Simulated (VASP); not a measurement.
Calculation: PBEsol GGA, VASP's PBE PAW potentials (set 64) (plane waves; VASP 6.6.1).

VASP input:

File KPOINTS:
```
Automatic mesh
0
Gamma
14 14 14
0 0 0
```

### INCAR
```
ALGO=Normal
EDIFF=1E-7
ENCUT=520
GGA=PS
ISIF=2
ISMEAR=-5
LASPH=.TRUE.
LCHARG=.TRUE.
LMAXMIX=6
LORBIT=11
LREAL=.FALSE.
LWAVE=.FALSE.
NEDOS=601
NELM=100
PREC=Accurate
SYSTEM=HfB
```

**POSCAR**
```
HfB
5.9310920
  0.4999999741   0.0000000000   0.0000000000
  0.0000000000   0.4999999741   0.0000000000
  0.0000000000   0.0000000000   0.4999999741
Hf B
1 1
Cartesian
  0.0000000000   0.0000000000   0.0000000000
  0.2499999870   0.2499999870   0.2499999870
```

POTCAR, in this order: Hf_pv B (PBE.64 set). Program: vasp_std.

The run wrote:

### OSZICAR
```
       N       E                     dE             d eps       ncg     rms          rms(c)
DAV:   1     0.134876856644E+02    0.13488E+02   -0.70181E+03  2408   0.116E+03
DAV:   2    -0.177762151964E+02   -0.31264E+02   -0.29962E+02  3138   0.189E+02
DAV:   3    -0.186897752372E+02   -0.91356E+00   -0.89943E+00  3020   0.237E+01
DAV:   4    -0.186977955318E+02   -0.80203E-02   -0.80060E-02  2842   0.214E+00
DAV:   5    -0.186978936192E+02   -0.98087E-04   -0.97822E-04  2852   0.191E-01    0.496E+01
DAV:   6    -0.173608787847E+02    0.13370E+01   -0.77366E+00  2508   0.137E+01    0.353E+01
DAV:   7    -0.173183631009E+02    0.42516E-01   -0.23318E-01  2708   0.389E+00    0.137E+01
DAV:   8    -0.173103634548E+02    0.79996E-02   -0.19016E-02  2756   0.116E+00    0.583E-01
DAV:   9    -0.173099971163E+02    0.36634E-03   -0.20449E-03  2964   0.326E-01    0.386E-01
DAV:  10    -0.173099467538E+02    0.50363E-04   -0.30435E-04  2848   0.138E-01    0.964E-02
DAV:  11    -0.173099439790E+02    0.27748E-05   -0.93698E-06  2864   0.312E-02    0.890E-03
DAV:  12    -0.173099440277E+02   -0.48672E-07   -0.56298E-07  2778   0.749E-03
   1 F= -.17309944E+02 E0= -.17309944E+02  d E =0.000000E+00
```

File OUTCAR:
```
------------------------ aborting loop because EDIFF is reached ----------------------------------------
  FORCE on cell =-STRESS in cart. coord.  units (eV):
  Direction    XX          YY          ZZ          XY          YZ          ZX
  --------------------------------------------------------------------------------------
  Total        0.0129237      0.0129237      0.0129237      0.0000000     -0.0000000      0.0000000
  in kB        0.7939309      0.7939309      0.7939309      0.0000000     -0.0000000      0.0000000
  external PRESSURE =       0.7939309 kB  Pullay stress =       0.0000000 kB
  volume of cell :       26.08
      direct lattice vectors                 reciprocal lattice vectors
     2.965545846  0.000000000  0.000000000     0.337206050  0.000000000  0.000000000
     0.000000000  2.965545846  0.000000000     0.000000000  0.337206050  0.000000000
     0.000000000  0.000000000  2.965545846     0.000000000  0.000000000  0.337206050
 POSITION                                       TOTAL-FORCE (eV/Angst)
 -----------------------------------------------------------------------------------
      0.00000      0.00000      0.00000         0.000000      0.000000      0.000000
      1.48277      1.48277      1.48277         0.000000      0.000000      0.000000
 -----------------------------------------------------------------------------------
    total drift:                                0.000000      0.000000      0.000000
  FREE ENERGIE OF THE ION-ELECTRON SYSTEM (eV)
  ---------------------------------------------------
  free  energy   TOTEN  =       -17.3099440277 eV

  energy  without entropy=      -17.3099440277  energy(sigma->0) =      -17.30994403

 total charge

# of ion       s       p       d       tot
------------------------------------------
    1        0.351   6.498   1.787   8.637
    2        0.721   0.972   0.000   1.693
--------------------------------------------------
tot          1.072   7.470   1.787  10.329
```
(Selected blocks of OUTCAR.)

For a metal the tetrahedron method with Blöchl corrections gives inexact stress and forces.

The structure was generated: HfB was put into the CsCl type type (Pm-3m), which need not be its known phase. It was relaxed first, which changed the volume by -32 %. The electron count is odd and the run is not spin-polarised, which forces a metal.
